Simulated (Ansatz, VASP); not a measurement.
# AlPt3C: VASP beside Ansatz, part 2 of 2

One calculation is typed for both programs; each brings its own data sets. How far apart do they land? The cell is taken from a series of runs on this material, whose earlier steps may have relaxed, scaled, displaced or heated it; both programs get it as it stands.

VASP 6.6.1 and Ansatz 0.2.0.

So far: Starting point; VASP: relaxation of cell and atoms, PBEsol, pair 1.

### Step 3. Ansatz: relaxation of cell and atoms, PBEsol, pair 1

Level of this step: Ansatz beside VASP: Kohn-Sham DFT, plane waves, PBEsol (Ansatz).

Ansatz runs on its PAW soft_1 files.

The same cell, functional, mesh and smearing now go to Ansatz, which takes its cutoff from its data sets.

input.yaml

```yaml
crystal:
  lattice:
    - [6.1996432351, 0.0, 0.0]
    - [0.0, 4.3027414641, 0.0]
    - [0.0, 0.0, 5.3545654163]
  atoms:
    - { symbol: Al, position: [0.0, 0.0, 0.0] }
    - { symbol: Al, position: [0.5, 0.0, 0.5] }
    - { symbol: Pt, position: [0.0, 0.0, 0.5] }
    - { symbol: Pt, position: [0.5, 0.0, 0.0] }
    - { symbol: Pt, position: [0.75, 0.6069676482, 0.25] }
    - { symbol: Pt, position: [0.25, 0.3930323518, 0.75] }
    - { symbol: Pt, position: [0.75, 0.3930323518, 0.75] }
    - { symbol: Pt, position: [0.25, 0.6069676482, 0.25] }
    - { symbol: C, position: [0.0, 0.5, 0.5] }
    - { symbol: C, position: [0.5, 0.5, 0.0] }
kpoints:
  mp_grid: { grid: [6, 8, 8] }
hamiltonian:
  xc: pbesol
  pseudopotentials: { kind: paw, azcp: { folder: soft_1 }, xc_functional: pbe }
scf:
  occupations: { method: methfessel_paxton, width: 0.2 }
output:
  forces: true
  stress: true
  eigenvalues: true
relax:
  adjacent_minimum: "off"
  f_tol: 0.001
  max_steps: 60
  cell: { stress_tol: 0.01 }
```

Started as:

```
$ ansatz run input.yaml --threads 4 --pin off --max-ram 10240MiB --backend cpu --events-out ev --progress --plain --runs-dir out
```

Numbers of over 12 decimals in the logs are rounded to 6 here.

What it wrote:

```text
Engine: ansatz 0.2.0, x86_64-unknown-linux-gnu
Pseudopotentials: kind: paw
Pseudopotential: Al, paw, valence charge 3, recommended cutoff 420 eV (normal), soft_1/Al.paw.azcp
Pseudopotential: Pt, paw, valence charge 18, recommended cutoff 420 eV (normal), soft_1/Pt.paw.azcp
Pseudopotential: C, paw, valence charge 4, recommended cutoff 420 eV (normal), soft_1/C.paw.azcp
Functional definition: PBEsol
  exchange = pbesol_x
  correlation = pbesol_c
Crystal: 10 atoms, lattice volume = 142.836 Å³
Basis set: ecut = 420 eV, 2795 PW (Γ), exchange–correlation on 90×60×72 points (8 copies of the dense FFT grid, shifted against one another)
Bands: 74, of which v1, the nominal top of the filled ones, is band 61 counted from 1 (60 counted from 0)
Symmetry: 8 space group operations
Space group: Pmna (ITA 53), of the structure as read, at distance tolerance 5.2e-5 Å
k-points: 100 of 384
Non-local potential: Al, projectors of the file, l = 0: 2, l = 1: 2, l = 2: 1
Non-local potential: Pt, projectors of the file, l = 0: 3, l = 1: 2, l = 2: 2, l = 3: 1
Non-local potential: C, projectors of the file, l = 0: 2, l = 1: 2, l = 2: 1
PAW form: soft (Blöchl's): semilocal exchange-correlation on the pseudo side does not see the compensation charge
PAW frozen core: Al, regenerated for the run's functional, and the local potential with it (the file was generated under x = pbe(κ = 0.804, μ = 0.219515), c = pbe(β = 0.066725))
PAW frozen core: Pt, regenerated for the run's functional, and the local potential with it (the file was generated under x = pbe(κ = 0.804, μ = 0.219515), c = pbe(β = 0.066725))
PAW frozen core: C, regenerated for the run's functional, and the local potential with it (the file was generated under x = pbe(κ = 0.804, μ = 0.219515), c = pbe(β = 0.066725))
PAW one-centre angular grid: Al, 110 points (default); XC on 64 Gauss nodes
PAW one-centre angular grid: Pt, 590 points (default); XC on 64 Gauss nodes
PAW one-centre angular grid: C, 110 points (default); XC on 64 Gauss nodes
Initial density: superposition of atomic densities (chi_scale 0.1, normalization cell, long waves kept (reshape's long-wave potential 0.00 eV rms))
Initial wavefunctions: pseudopotential atomic-orbital guess
Functional: x = pbesol(κ = 0.804, μ = 0.123457), c = pbesol(β = 0.046)
SCF iter   1: F=—  HF=-75858.939152 eV  |F-HF|=—  |Δ(HF+E_count)|=         —  Δρ=1.05e-1  dr2=1.80e1  ethr=3.10e-3  ⟨swp⟩=5.0  Hψ=25204  notcnv=0
preconditioner: auto → Kerker (q_TF=auto, 2.658 Å⁻¹)  [metal: Δε(μ)=0.007 eV  Ē_g=8.033 eV  σ=0.200 eV  W_gap=0.03  n_scr=42 (ndim 8)  ℏωp=26.7 eV  f_vac=0.000  D(μ)=4.27/eV (n_scr^D=28)]
SCF iter   2: F=—  HF=-75855.485509 eV  |F-HF|=—  |Δ(HF+E_count)|=    3.45e0  S|Δr|=    0.00e0  Δρ=5.03e-2  dr2=4.12e0  ethr=3.10e-3  ⟨swp⟩=2.0  Hψ=12365  notcnv=0  defer=440
SCF iter   3: F=—  HF=-75854.476700 eV  |F-HF|=—  |Δ(HF+E_count)|=    1.01e0  S|Δr|=    0.00e0  Δρ=7.50e-3  dr2=5.80e-2  ethr=3.10e-3  ⟨swp⟩=2.0  Hψ=11425  notcnv=0  defer=440
SCF iter   4: F=—  HF=-75854.466166 eV  |F-HF|=—  |Δ(HF+E_count)|=   1.05e-2  S|Δr|=    0.00e0  Δρ=1.09e-3  dr2=1.92e-3  ethr=4.75e-5  ⟨swp⟩=1.9  Hψ=12586  notcnv=0  defer=418
SCF iter   5: F=—  HF=-75854.465876 eV  |F-HF|=—  |Δ(HF+E_count)|=   2.91e-4  S|Δr|=    0.00e0  Δρ=2.74e-4  dr2=1.71e-4  ethr=1.57e-6  ⟨swp⟩=2.4  Hψ=10196  notcnv=0  defer=418
SCF iter   6: F=—  HF=-75854.465837 eV  |F-HF|=—  |Δ(HF+E_count)|=   3.90e-5  S|Δr|=    0.00e0  Δρ=7.34e-5  dr2=1.34e-5  ethr=1.40e-7  ⟨swp⟩=2.3  Hψ=9880  notcnv=0  defer=418
SCF iter   7: F=—  HF=-75854.465781 eV  |F-HF|=—  |Δ(HF+E_count)|=   5.59e-5  S|Δr|=    0.00e0  Δρ=1.95e-5  dr2=9.58e-7  ethr=1.10e-8  ⟨swp⟩=2.1  Hψ=10317  notcnv=0  defer=418
SCF iter   8: F=-75854.465780 eV  HF=-75854.465781 eV  |F-HF|=3.05e-8  |Δ(HF+E_count)|=   2.09e-7  S|Δr|=    0.00e0  Δρ=5.22e-6  dr2=5.91e-8  ethr=8.20e-11  ⟨swp⟩=10.1  Hψ=29679  notcnv=0
SCF 1 converged in 8 iterations: F = -75854.465780 eV  dr2 = 5.91e-8
  greatest PAW one-centre occupation: 1.000 electrons in one spin orbital (limit 2), on the Pt atom at site 3 (counted from 0), in its partial waves of l = 0
relax step   1: F+E_penalty+E_count = -75854.46578049 eV  Δ(F+E_penalty+E_count) = +0.000e0 eV  max|allowed force component| = 2.364e-2 eV/Å  Δτ_max = 0.0000 Å  P = -0.004 GPa  Ω = 142.836 Å³  (8 SCF iters, dr2 threshold 1.00e-7 eV, accepted)
[...]
relax step   5: F+E_penalty+E_count = -75854.46600157 eV  Δ(F+E_penalty+E_count) = -2.435e-5 eV  max|allowed force component| = 1.224e-4 eV/Å  Δτ_max = 0.0001 Å  P = -0.000 GPa  Ω = 142.819 Å³  energy of the carried Pulay correction = +1.094e-5 eV  (4 SCF iters, dr2 threshold 7.24e-9 eV, accepted)
[...]
relax step   6: F+E_penalty+E_count = -75854.46598708 eV  Δ(F+E_penalty+E_count) = +1.448e-5 eV  max|allowed force component| = 1.166e-4 eV/Å  Δτ_max = 0.0000 Å  P = -0.000 GPa  Ω = 142.819 Å³  stress off target by 2.85e-3 GPa  SCF on the basis re-selected at this cell (its energy is not comparable with the rows above)  (6 SCF iters)
basis re-selected at this cell: Δ(F+E_penalty+E_count) = +1.448e-5 eV, ΔP = -0.000 GPa vs the last step (what re-selecting the basis moved, of the pressure what is left beyond the Pulay correction that the steps carried, after the strain that the cell walked since its last selection, with what the two solves' SCF thresholds leave and, on support functions, any second-order correction that the steps lacked; it is no m [...]
SCF converged after 6 iterations
Stability not checked: this state was not tested for a lower state beside it, because cold or Methfessel-Paxton smearing, or corrected tetrahedra, fill the levels in a way that the test cannot read (fill_not_monotonic; see scf.lower_state_search)
Free energy (F): -75854.465987 eV
Harris-Foulkes:  -75854.465987 eV  (|F-HF|=1.46e-11)
Internal energy: -75854.467901 eV  (E = F + TS)
E sigma→0 (E₀):  -75854.466466 eV
Entropy (-TS):   0.001914 eV (0.191 meV/atom)
Fermi energy:    17.752792 eV
--- Per-component energies (eV) ---
  E_band       = -1289.456708
  E_kinetic    = 3804.945248
  E_local      = -12638.497632  (includes V_loc(G=0)·N_el)
  E_nonlocal   = 1308.845525
  E_hartree    = 4991.185198
  E_xc         = -1556.093717
  E_vxc        = -1802.272032  (∫ρ·V_xc dr)
  E_paw        = -57181.659864  (= ΣΔE_a)
  E_vpaw       = -1944.854806  (= ΣTr[D̂ρ^β])
  E_aug_tail   = 0.006635  (compensation charges beyond the density's cutoff)
  E_ewald      = -14585.001961
  E_core_change = 1.802667  (= ΣΔE_core)
  E_smearing   = 0.001914  (= −TS)
  E_closure    = 0.000000  (closes the sum)
  Σ components = -75854.465987   (vs F -75854.465987, Δ=0.00e0)
--- Forces (eV/Å), atoms counted from 1 ---
  atom   1  Al     0.00000000     0.00000000     0.00000000
  atom   2  Al     0.00000000     0.00000000     0.00000000
  atom   3  Pt     0.00000000    -0.00000000     0.00000000
  atom   4  Pt     0.00000000     0.00000000    -0.00000000
  atom   5  Pt     0.00000000    -0.00011663     0.00000000
  atom   6  Pt     0.00000000     0.00011663    -0.00000000
  atom   7  Pt     0.00000000     0.00011663     0.00000000
  atom   8  Pt     0.00000000    -0.00011663     0.00000000
  atom   9  C      0.00000000    -0.00000000     0.00000000
  atom  10  C      0.00000000    -0.00000000     0.00000000
  max |Σ_I F_I| component: 2.60e-18 eV/Å
--- Stress (GPa, compression-positive) ---
        0.000950       0.000000       0.000000
        0.000000       0.001411       0.000000
        0.000000       0.000000      -0.002851
  P = ⅓ Tr σ = -0.0002 GPa (-0.002 kbar)
--- Band table (eV; the first three rows and the last of 100) ---
  k-point 0: bands = [... 57 lower, 16.4308, 16.5464, 16.6238, 17.1297, 17.2379, 17.5461, 19.2246, 19.9220, ... 9 higher]
  k-point 1: bands = [... 57 lower, 16.4500, 16.5714, 16.6791, 17.0675, 17.1726, 17.8595, 19.1261, 20.0856, ... 9 higher]
  k-point 2: bands = [... 57 lower, 16.4962, 16.5045, 16.8132, 16.9215, 16.9849, 18.5447, 18.9451, 20.3510, ... 9 higher]
  k-point 99: bands = [... 57 lower, 16.4312, 16.6046, 16.6046, 17.0052, 17.0052, 19.7232, 19.7232, 20.2487, ... 9 higher]
--- Relaxed structure (5 steps of the walk, 5 accepted, 1 SCFs on fresh bases) ---
  F+E_penalty+E_count = -75854.46598708 eV   max|allowed force component| = 1.166e-4 eV/Å   (the final SCF, on the basis selected at the relaxed cell)
  cell:  # Å, volume = 142.8194 Å³
    - [6.192258, 0.0, 0.0]
    - [0.0, 4.307860, 0.0]
    - [0.0, 0.0, 5.353977]
  atoms:
    - { symbol: Al, position: [0, 0, 0] }
    - { symbol: Al, position: [0.5, 0, 0.500000] }
    - { symbol: Pt, position: [0, 0, 0.500000] }
    - { symbol: Pt, position: [0.5, 0, 0] }
    - { symbol: Pt, position: [0.750000, 0.606566, 0.250000] }
    - { symbol: Pt, position: [0.25, 0.393434, 0.750000] }
    - { symbol: Pt, position: [0.750000, 0.393434, 0.750000] }
    - { symbol: Pt, position: [0.25, 0.606566, 0.250000] }
    - { symbol: C, position: [0, 0.500000, 0.500000] }
    - { symbol: C, position: [0.5, 0.500000, 0] }
```

### Step 4. Differences

Known differences besides the potentials themselves: the data sets hold 122 valence electrons in Ansatz (on its PAW soft_1 files) and 74 in VASP; the cutoff is 420 eV in Ansatz and 600 eV in VASP; Ansatz makes its cores anew for this functional, VASP keeps those of its PBE data sets; Ansatz adds a Pulay correction to the stress that steers its cell, VASP none. Total energies have different zeros and are not compared.

The two programs side by side:

```tsv
quantity	Ansatz	VASP	difference
volume (Å³)	142.82	142.88	-0.04 %
edge a after relaxation, in the typed setting (Å)	6.192	6.199	-0.10 %
edge b after relaxation, in the typed setting (Å)	4.308	4.306	+0.04 %
edge c after relaxation, in the typed setting (Å)	5.354	5.353	+0.01 %
```

### Step 5. VASP: relaxation of cell and atoms, PBEsol, pair 2

The relaxed volume is the usual yardstick between codes: in a stiff, nearly cubic crystal its relative difference is about their pressure difference at one cell divided by the bulk modulus.

INCAR

```
SYSTEM = AlPt3C
PREC = Accurate
ENCUT = 600
EDIFF = 1E-07
NELM = 120
ISMEAR = 1
SIGMA = 0.2
LREAL = .FALSE.
ALGO = Normal
GGA = PS
NBANDS = 47
LASPH = .TRUE.
LORBIT = 11
LWAVE = .FALSE.
LCHARG = .FALSE.
ISIF = 3
IBRION = 2
NSW = 80
EDIFFG = -0.005
GGA_COMPAT = .FALSE.
NELMIN = 4
KPAR = 2
```

POSCAR

```
AlPt3C
1.0
    5.4458210000      0.0000000000      0.0000000000
    0.0000000000      4.0137140000      0.0000000000
    0.0000000000      0.0000000000      6.4919330000
Al Pt C
2 6 2
Direct
    0.7500000459      0.0000000000      0.7401530484
    0.2500000459      0.0000000000      0.2598469516
    0.2500000459      0.0000000000      0.8170230654
    0.7500000459      0.0000000000      0.1829769346
    0.0000000459      0.5000000000      0.0000000000
    0.5000000459      0.5000000000      0.5000000000
    0.5000000459      0.5000000000      0.0000000000
    0.0000000459      0.5000000000      0.5000000000
    0.2500000459      0.5000000000      0.7431560831
    0.7500000459      0.5000000000      0.2568439169
```

KPOINTS

```
Automatic mesh
0
Gamma
8 10 6
0 0 0
```

PAW data sets: Al, Pt and C (PBE family, release 64).

Started as:

```
$ mpirun -np 2 vasp_std
```

What it wrote:

```text
[banner, memory and clock lines left out]
running    2 mpi-ranks, on    1 nodes
[...]
[... a notice as in an earlier step ...]

 LDA part: xc-table for (Slater+PW92), standard interpolation
 POSCAR, INCAR and KPOINTS ok, starting setup
[...]
entering main loop
       N       E                     dE             d eps       ncg     rms          rms(c)
DAV:   1     0.456846885172E+03    0.45685E+03   -0.39617E+04 11280   0.167E+03
DAV:   2    -0.443534693723E+02   -0.50120E+03   -0.47595E+03 12257   0.329E+02
DAV:   3    -0.726969863098E+02   -0.28344E+02   -0.27445E+02 14093   0.687E+01
DAV:   4    -0.733419073737E+02   -0.64492E+00   -0.64299E+00 12965   0.111E+01
[...]
DAV:  13    -0.681915378829E+02    0.94690E-05   -0.13578E-04 12664   0.652E-02    0.175E-02
DAV:  14    -0.681915355647E+02    0.23181E-05   -0.16724E-05 13139   0.167E-02    0.627E-03
DAV:  15    -0.681915356575E+02   -0.92736E-07   -0.75420E-07 12585   0.399E-03
   1 F= -.68191536E+02 E0= -.68192397E+02  d E =-.681915E+02
[... from here on, the cycles between the ionic steps are left out ...]
   2 F= -.68191565E+02 E0= -.68192430E+02  d E =-.289641E-04
   3 F= -.68191608E+02 E0= -.68192471E+02  d E =-.718634E-04
   4 F= -.68191689E+02 E0= -.68192535E+02  d E =-.818332E-04
   5 F= -.68191700E+02 E0= -.68192539E+02  d E =-.923312E-04
   6 F= -.68191701E+02 E0= -.68192538E+02  d E =-.931676E-04
   7 F= -.68191724E+02 E0= -.68192556E+02  d E =-.229705E-04
   8 F= -.68191726E+02 E0= -.68192556E+02  d E =-.250465E-04
   9 F= -.68191736E+02 E0= -.68192562E+02  d E =-.104395E-04
 trial-energy change:   -0.000010  1 .order   -0.000009   -0.000017   -0.000001
 step:   1.0947(harm=  1.1081)  dis= 0.00058  next Energy=   -68.191736 (dE=-0.104E-04)
 reached required accuracy - stopping structural energy minimisation
```

OUTCAR, selected parts (step 5):

```text
  Total        0.0353754      0.0436381      0.0113232      0.0000000      0.0000000     -0.0000000
  in kB        0.3992192      0.4924658      0.1277845      0.0000000      0.0000000     -0.0000000
  external PRESSURE =       0.3398232 kB  Pullay stress =       0.0000000 kB

 POSITION                                       TOTAL-FORCE (eV/Angst)
 -----------------------------------------------------------------------------------
      4.08465      0.00000      4.80798         0.000000      0.000000      0.004534
      1.36155      0.00000      1.68401        -0.000000      0.000000     -0.004534
      1.36155      0.00000      5.30845        -0.000000      0.000000     -0.004025
      4.08465      0.00000      1.18354         0.000000      0.000000      0.004025
      0.00000      2.00770      0.00000         0.000000      0.000000      0.000000
      2.72310      2.00770      3.24599         0.000000      0.000000      0.000000
      2.72310      2.00770      0.00000         0.000000      0.000000      0.000000
      0.00000      2.00770      3.24599         0.000000      0.000000      0.000000
      1.36155      2.00770      4.82449        -0.000000      0.000000     -0.003870
      4.08465      2.00770      1.66749         0.000000      0.000000      0.003870
 -----------------------------------------------------------------------------------
    total drift:                               -0.000022      0.000000     -0.000174

  FREE ENERGIE OF THE ION-ELECTRON SYSTEM (eV)
  ---------------------------------------------------
  free  energy   TOTEN  =       -68.1917361744 eV

  energy  without entropy=      -68.1942140061  energy(sigma->0) =      -68.19256212

[... 1 part as in an earlier step ...]

[... 3 further parts left out ...]
[key lines of the parts left out:]
E-fermi :  10.1933
```

### Step 6. Ansatz: relaxation of cell and atoms, PBEsol, pair 2

The same cell, functional, mesh and smearing now go to Ansatz, which takes its cutoff from its data sets.

The cell is taken from a series of runs on this material, whose earlier steps may have relaxed, scaled, displaced or heated it; both programs get it as it stands.

input.yaml, the sections that differ from step 3:

```yaml
crystal:
  lattice:
    - [5.4458211672, 0.0, 0.0]
    - [0.0, 4.0137144188, 0.0]
    - [0.0, 0.0, 6.4919334691]
  atoms:
    - { symbol: Al, position: [0.75, 0.0, 0.7401530239] }
    - { symbol: Al, position: [0.25, 0.0, 0.2598469761] }
    - { symbol: Pt, position: [0.25, 0.0, 0.817023046] }
    - { symbol: Pt, position: [0.75, 0.0, 0.182976954] }
    - { symbol: Pt, position: [0.0, 0.5, 0.0] }
    - { symbol: Pt, position: [0.5, 0.5, 0.5] }
    - { symbol: Pt, position: [0.5, 0.5, 0.0] }
    - { symbol: Pt, position: [0.0, 0.5, 0.5] }
    - { symbol: C, position: [0.25, 0.5, 0.7431560932] }
    - { symbol: C, position: [0.75, 0.5, 0.2568439068] }
kpoints:
  mp_grid: { grid: [8, 10, 6] }
# hamiltonian, scf, output, relax: as in step 3
```

Started as:

```
$ ansatz run input.yaml --threads 4 --pin off --max-ram 10240MiB --backend cpu --events-out ev --progress --plain --runs-dir out
```

What it wrote:

```text
[...]
Crystal: 10 atoms, lattice volume = 141.900 Å³
Basis set: ecut = 420 eV, 2775 PW (Γ), exchange–correlation on 80×54×90 points (8 copies of the dense FFT grid, shifted against one another)
Bands: 74, of which v1, the nominal top of the filled ones, is band 61 counted from 1 (60 counted from 0)
Symmetry: 8 space group operations
[...]
k-points: 120 of 480
[...]
- { symbol: Al, position: [0.25, 0.0, 0.259091] }
    - { symbol: Pt, position: [0.25, 0.0, 0.817255] }
    - { symbol: Pt, position: [0.75, 0.0, 0.182745] }
    - { symbol: Pt, position: [0, 0.500000, 0] }
    - { symbol: Pt, position: [0.5, 0.500000, 0.500000] }
    - { symbol: Pt, position: [0.5, 0.500000, 0] }
    - { symbol: Pt, position: [0, 0.500000, 0.500000] }
    - { symbol: C, position: [0.25, 0.500000, 0.743039] }
    - { symbol: C, position: [0.75, 0.500000, 0.256961] }
[key lines of the parts left out:]
SCF converged after 6 iterations
Free energy (F): -75853.699607 eV
Fermi energy:    18.195197 eV
P = ⅓ Tr σ = -0.0052 GPa (-0.052 kbar)
```

### Step 7. Comparison

What differs besides the data sets and the points named for the pairs above, as far as they apply: the data sets hold 122 valence electrons in Ansatz (on its PAW soft_1 files) and 74 in VASP. Total energies have different zeros and are not compared.

Both answers:

```tsv
quantity	Ansatz	VASP	difference
volume (Å³)	141.92	141.97	-0.03 %
edge a after relaxation, in the typed setting (Å)	5.448	5.446	+0.04 %
edge b after relaxation, in the typed setting (Å)	4.014	4.015	-0.04 %
edge c after relaxation, in the typed setting (Å)	6.490	6.492	-0.03 %
```

### Step 8. Outcome

| Item | Value |
| --- | --- |
| difference in edge a after relaxation, in the typed setting (relaxation of cell and atoms, PBEsol, pair 1) | -0.10 % |
| difference in edge b after relaxation, in the typed setting (relaxation of cell and atoms, PBEsol, pair 2) | -0.040 % |

**Reading.** The difference in edge a after relaxation, in the typed setting is -0.10 % (relaxation of cell and atoms, PBEsol, pair 1), within the 1.2 % picked in this series as the mark of a large difference, as far as the stopping tolerances let one tell. The data sets hold unlike numbers of valence electrons (122 in Ansatz and 74 in VASP), so part of the differences comes from the potentials. Such differences can come from data sets, numerical settings and the points named under the comparisons, not from the functional's error against experiment.

[Lines on the potential files, build, host, timing and source positions are cut from VASP's logs without a mark.]

[Logs are printed without paths, hosts, clocks, repeated set-up lines and the standing remarks that a program may print on its own settings, such as how far it seeks lower states.]

[Hosts, paths, dates, database ids (printed as entryN), source tags and the programs' standing remarks are cut or masked in the printed files.]
